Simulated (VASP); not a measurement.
Calculation: LDA (Ceperley-Alder, Perdew-Zunger), VASP's LDA PAW potentials (set 64) (plane waves; VASP).

The input files of a VASP run:

INCAR:
```
SYSTEM = Sr2H3I
PREC = Accurate; ENCUT = 300; LREAL = .FALSE.
LASPH = .TRUE.
EDIFF = 1E-6; NELM = 100; ALGO = Normal
LMAXMIX = 4
ISMEAR = -1; SIGMA = 0.02
ISIF = 2
LWAVE = .FALSE.; LCHARG = .FALSE.
```

File POSCAR:
```
Sr2H3I
4.242730
  1.0000000000   0.0000000000   0.0000000000
 -0.5000000000   0.8660254129   0.0000000000
  0.0000000000   0.0000000000   1.8108034214
Sr H I
2 3 1
Cart
  0.5000005000   0.2886748490   1.2289198500
 -0.0000005000   0.5773505639   0.5818835714
  0.0000000000   0.0000000000   0.9054017107
  0.5000005000   0.2886748490   0.6469095223
 -0.0000005000   0.5773505639   1.1638938991
  0.0000000000   0.0000000000   0.0000000000
```

### KPOINTS
```
Automatic mesh
0
Gamma
6 6 3
0 0 0
```

POTCAR, in this order: Sr_sv H I (LDA.64 set). Program: vasp_std.

Output

OSZICAR:
```
       N       E                     dE             d eps       ncg     rms          rms(c)
DAV:   1     0.116466207697E+03    0.11647E+03   -0.10528E+04   646   0.895E+02
DAV:   2    -0.131516667042E+02   -0.12962E+03   -0.12574E+03   791   0.232E+02
DAV:   3    -0.230676235692E+02   -0.99160E+01   -0.98882E+01  1100   0.517E+01
DAV:   4    -0.234239435270E+02   -0.35632E+00   -0.35600E+00   942   0.902E+00
DAV:   5    -0.234321001031E+02   -0.81566E-02   -0.81555E-02  1000   0.113E+00    0.240E+01
DAV:   6    -0.222136821424E+02    0.12184E+01   -0.13436E+00   697   0.581E+00    0.147E+01
DAV:   7    -0.217798004642E+02    0.43388E+00   -0.28549E+00   764   0.893E+00    0.234E+00
DAV:   8    -0.217739844208E+02    0.58160E-02   -0.45570E-01   869   0.321E+00    0.145E+00
DAV:   9    -0.217741141599E+02   -0.12974E-03   -0.16525E-02   940   0.627E-01    0.981E-01
DAV:  10    -0.217729802467E+02    0.11339E-02   -0.38003E-03   821   0.363E-01    0.303E-01
DAV:  11    -0.217727395214E+02    0.24073E-03   -0.83543E-04   883   0.150E-01    0.585E-02
DAV:  12    -0.217727085203E+02    0.31001E-04   -0.12209E-04  1054   0.584E-02    0.499E-02
DAV:  13    -0.217727036276E+02    0.48928E-05   -0.19432E-05   850   0.287E-02    0.102E-02
DAV:  14    -0.217727037090E+02   -0.81421E-07   -0.37082E-06   811   0.960E-03
   1 F= -.21772704E+02 E0= -.21772704E+02  d E =-.267619E-10
```

OUTCAR:
```
------------------------ aborting loop because EDIFF is reached ----------------------------------------
  FORCE on cell =-STRESS in cart. coord.  units (eV):
  Direction    XX          YY          ZZ          XY          YZ          ZX
  --------------------------------------------------------------------------------------
  Total       -2.6809013     -2.6809013     -2.8335568     -0.0000000      0.0000000      0.0000000
  in kB      -35.8635498    -35.8635506    -37.9056874     -0.0000000      0.0000000      0.0000000
  external PRESSURE =     -36.5442626 kB  Pullay stress =       0.0000000 kB
  volume of cell :      119.77
      direct lattice vectors                 reciprocal lattice vectors
     4.242730000  0.000000000  0.000000000     0.235697299  0.136079897  0.000000000
    -2.121365000  3.674312000  0.000000000     0.000000000  0.272159795  0.000000000
     0.000000000  0.000000000  7.682750000     0.000000000  0.000000000  0.130161726
 POSITION                                       TOTAL-FORCE (eV/Angst)
 -----------------------------------------------------------------------------------
      2.12137      1.22477      5.21398         0.000000      0.000000      0.015511
     -0.00000      2.44954      2.46877        -0.000000     -0.000000     -0.015511
      0.00000      0.00000      3.84138         0.000000      0.000000      0.000000
      2.12137      1.22477      2.74466        -0.000000     -0.000000      0.037033
     -0.00000      2.44954      4.93809         0.000000      0.000000     -0.037033
      0.00000      0.00000      0.00000         0.000000      0.000000      0.000000
 -----------------------------------------------------------------------------------
    total drift:                                0.000000     -0.000000      0.000000
  FREE ENERGIE OF THE ION-ELECTRON SYSTEM (eV)
  ---------------------------------------------------
  free  energy   TOTEN  =       -21.7727037090 eV

  energy  without entropy=      -21.7727037090  energy(sigma->0) =      -21.77270371
```
(Selected blocks of OUTCAR.)

At this cut-off the stress carries a Pulay error, which pulls relaxed volumes low.

The structure comes from a computed database's Sr2H3I entry; how it stands against other phases isn't given here. The cell was not relaxed at this level. The run is one of a series of settings (GGA removed, POTCAR Sr_sv H I (LDA.64 set) against the base run), some of them coarse on purpose.
